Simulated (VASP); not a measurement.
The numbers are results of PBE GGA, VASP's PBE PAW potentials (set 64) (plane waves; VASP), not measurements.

The input files of a VASP run:

**KPOINTS**
```
Automatic mesh
0
Gamma
13 13 13
0 0 0
```

INCAR:
```
ALGO=Normal
EDIFF=1E-7
ENCUT=520
GGA=PE
ISIF=2
ISMEAR=1
LASPH=.True.
LCHARG=.False.
LMAXMIX=4
LREAL=.False.
LWAVE=.False.
NELM=100
PREC=Accurate
SIGMA=0.1
SYSTEM=NiAl
```

**POSCAR**
```
NiAl
1
    2.8652075177     0.0000000000     0.0000000000
    0.0000000000     2.8652075177     0.0000000000
    0.0000000000     0.0000000000     2.8652075177
Al Ni
1 1
Direct
  0.5000000000   0.5000000000   0.5000000000
  0.0000000000   0.0000000000   0.0000000000
```

POTCAR, in this order: Al Ni (PBE.64 set). Program: vasp_std.

What VASP printed:

**OSZICAR**
```
       N       E                     dE             d eps       ncg     rms          rms(c)
DAV:   1     0.413730291190E+02    0.41373E+02   -0.58039E+03  1696   0.139E+03
DAV:   2    -0.107296007232E+02   -0.52103E+02   -0.49875E+02  1698   0.211E+02
DAV:   3    -0.119556206252E+02   -0.12260E+01   -0.12128E+01  1978   0.420E+01
DAV:   4    -0.119763737883E+02   -0.20753E-01   -0.20746E-01  2018   0.488E+00
DAV:   5    -0.119769520324E+02   -0.57824E-03   -0.57821E-03  1878   0.833E-01    0.120E+01
DAV:   6    -0.137279044606E+02   -0.17510E+01   -0.57110E+01  1878   0.131E+02    0.153E+01
DAV:   7    -0.105521487593E+02    0.31758E+01   -0.16371E+01  1856   0.783E+01    0.104E+00
DAV:   8    -0.105471469893E+02    0.50018E-02   -0.38065E-01  2050   0.775E+00    0.101E+00
DAV:   9    -0.105332752271E+02    0.13872E-01   -0.52968E-02  1942   0.379E+00    0.175E-01
DAV:  10    -0.105329658735E+02    0.30935E-03   -0.10413E-03  1930   0.467E-01    0.855E-02
DAV:  11    -0.105329562131E+02    0.96604E-05   -0.54504E-05  2422   0.105E-01    0.258E-02
DAV:  12    -0.105329545289E+02    0.16842E-05   -0.29600E-06  2018   0.302E-02    0.307E-03
DAV:  13    -0.105329541387E+02    0.39020E-06   -0.19295E-07  1122   0.512E-03    0.163E-03
DAV:  14    -0.105329541353E+02    0.34313E-08   -0.62185E-08   854   0.246E-03
   1 F= -.10532954E+02 E0= -.10533024E+02  d E =0.208899E-03
```

OUTCAR:
```
------------------------ aborting loop because EDIFF is reached ----------------------------------------
  FORCE on cell =-STRESS in cart. coord.  units (eV):
  Direction    XX          YY          ZZ          XY          YZ          ZX
  --------------------------------------------------------------------------------------
  Total        0.7029687      0.7029687      0.7029687      0.0000000     -0.0000000      0.0000000
  in kB       47.8826629     47.8826629     47.8826629      0.0000000     -0.0000000      0.0000000
  external PRESSURE =      47.8826629 kB  Pullay stress =       0.0000000 kB
  volume of cell :       23.52
      direct lattice vectors                 reciprocal lattice vectors
     2.865207518  0.000000000  0.000000000     0.349014860  0.000000000  0.000000000
     0.000000000  2.865207518  0.000000000     0.000000000  0.349014860  0.000000000
     0.000000000  0.000000000  2.865207518     0.000000000  0.000000000  0.349014860
 POSITION                                       TOTAL-FORCE (eV/Angst)
 -----------------------------------------------------------------------------------
      1.43260      1.43260      1.43260         0.000000      0.000000      0.000000
      0.00000      0.00000      0.00000         0.000000      0.000000      0.000000
 -----------------------------------------------------------------------------------
    total drift:                                0.000000      0.000000      0.000000
  FREE ENERGIE OF THE ION-ELECTRON SYSTEM (eV)
  ---------------------------------------------------
  free  energy   TOTEN  =       -10.5329541353 eV

  energy  without entropy=      -10.5331630343  energy(sigma->0) =      -10.53302377
```
(Selected blocks of OUTCAR.)

The compound is NiAl in the CsCl type structure. This cell is one point of a volume scan, at 0.97 of the reference volume. The run is not spin-polarised, so no magnetic state was tried. The electron count is odd and the run is not spin-polarised, which forces a metal.
